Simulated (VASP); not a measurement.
Calculation: PBE GGA, VASP's PBE PAW potentials (set 64) (plane waves; VASP).

Input for VASP

### INCAR
```
! general
SYSTEM   =  ZnS
PREC     =  Accurate
ENCUT    =  400
LREAL    =  .False.
LASPH    =  .True.

! electronic loop
EDIFF    =  1E-6
NELM     =  100
ALGO     =  Normal
LMAXMIX  =  4

! smearing
ISMEAR   =  0
SIGMA    =  0.05

! functional
GGA      =  PE

! ions
ISIF     =  2

! output
LWAVE    =  .False.
LCHARG   =  .False.
```

**POSCAR**
```
ZnS
3.8254480
  0.0000000000   0.7071067232   0.7071067232
  0.7071067232   0.0000000000   0.7071067232
  0.7071067232   0.7071067232   0.0000000000
Zn S
1 1
direct
  0.0000000000   0.0000000000   0.0000000000
  0.2500000000   0.2500000000   0.2500000000
```

KPOINTS:
```
Automatic mesh
0
gamma
  6 6 6
```

POTCAR, in this order: Zn S (PBE.64 set). Program: vasp_std.

The resulting files:

### OSZICAR
```
       N       E                     dE             d eps       ncg     rms          rms(c)
DAV:   1     0.796449149554E+02    0.79645E+02   -0.80058E+03   416   0.137E+03
DAV:   2    -0.203034781841E+01   -0.81675E+02   -0.77502E+02   471   0.257E+02
DAV:   3    -0.721072616374E+01   -0.51804E+01   -0.51646E+01   506   0.674E+01
DAV:   4    -0.727156035629E+01   -0.60834E-01   -0.60812E-01   471   0.786E+00
DAV:   5    -0.727252608441E+01   -0.96573E-03   -0.96572E-03   491   0.978E-01    0.704E+00
DAV:   6    -0.686017991127E+01    0.41235E+00   -0.95433E-01   605   0.365E+01    0.543E+00
DAV:   7    -0.684407829434E+01    0.16102E-01   -0.34184E-01   441   0.570E+00    0.274E+00
DAV:   8    -0.684357285506E+01    0.50544E-03   -0.55670E-03   471   0.720E-01    0.796E-01
DAV:   9    -0.684386141989E+01   -0.28856E-03   -0.11446E-03   479   0.315E-01    0.121E-01
DAV:  10    -0.684400677966E+01   -0.14536E-03   -0.13639E-04   446   0.131E-01    0.620E-02
DAV:  11    -0.684402475106E+01   -0.17971E-04   -0.31930E-05   494   0.822E-02    0.637E-03
DAV:  12    -0.684402580785E+01   -0.10568E-05   -0.29934E-06   440   0.230E-02    0.551E-03
DAV:  13    -0.684402565936E+01    0.14850E-06   -0.33636E-07   283   0.138E-02
   1 F= -.68440257E+01 E0= -.68440257E+01  d E =-.118652E-13
```

### OUTCAR
```
------------------------ aborting loop because EDIFF is reached ----------------------------------------
  FORCE on cell =-STRESS in cart. coord.  units (eV):
  Direction    XX          YY          ZZ          XY          YZ          ZX
  --------------------------------------------------------------------------------------
  Total        0.3154142      0.3154142      0.3154142      0.0000000     -0.0000000     -0.0000000
  in kB       12.7661514     12.7661514     12.7661514      0.0000000     -0.0000000     -0.0000000
  external PRESSURE =      12.7661514 kB  Pullay stress =       0.0000000 kB
  volume of cell :       39.59
      direct lattice vectors                 reciprocal lattice vectors
     0.000000000  2.705000000  2.705000000    -0.184842884  0.184842884  0.184842884
     2.705000000  0.000000000  2.705000000     0.184842884 -0.184842884  0.184842884
     2.705000000  2.705000000  0.000000000     0.184842884  0.184842884 -0.184842884
  FREE ENERGIE OF THE ION-ELECTRON SYSTEM (eV)
  ---------------------------------------------------
  free  energy   TOTEN  =        -6.8440256594 eV

  energy  without entropy=       -6.8440256594  energy(sigma->0) =       -6.84402566
```
(Selected blocks of OUTCAR.)

OUTCAR:
```
 val. band max:        2.0790435722   @ k =   0.0000   0.0000   0.0000

 cond. band min:       4.1764038380   @ k =   0.0000   0.0000   0.0000


 Fermi energy:         2.3251146179

 k-point     1 :       0.0000    0.0000    0.0000
  band No.  band energies     occupation
      1     -11.0391      2.00000
      2      -4.2461      2.00000
      3      -4.2461      2.00000
      4      -4.2461      2.00000
      5      -3.7516      2.00000
      6      -3.7516      2.00000
      7       2.0790      2.00000
      8       2.0790      2.00000
      9       2.0790      2.00000
     10       4.1764      0.00000
     11       8.4749      0.00000
     12       8.4749      0.00000
     13       8.4749      0.00000

 k-point     2 :       0.1667    0.0000    0.0000
  band No.  band energies     occupation
      1     -10.8378      2.00000
      2      -4.2382      2.00000
      3      -4.2109      2.00000
      4      -4.2109      2.00000
      5      -3.7534      2.00000
      6      -3.7534      2.00000
      7       0.3984      2.00000
      8       1.8345      2.00000
      9       1.8345      2.00000
     10       5.2873      0.00000
     11       8.4558      0.00000
     12       8.8753      0.00000
     13       8.8753      0.00000

 k-point     3 :       0.3333    0.0000    0.0000
  band No.  band energies     occupation
      1     -10.3816      2.00000
      2      -4.1527      2.00000
      3      -4.1527      2.00000
      4      -4.0811      2.00000
      5      -3.7401      2.00000
      6      -3.7401      2.00000
      7      -1.8004      2.00000
      8       1.4089      2.00000
      9       1.4089      2.00000
     10       5.5067      0.00000
     11       9.1221      0.00000
     12       9.1221      0.00000
     13       9.9060      0.00000

 k-point     4 :       0.5000    0.0000    0.0000
  band No.  band energies     occupation
      1     -10.1178      2.00000
      2      -4.1317      2.00000
      3      -4.1317      2.00000
...
```

The compound is ZnS in the zinc blende structure. The cell was not relaxed at this level.
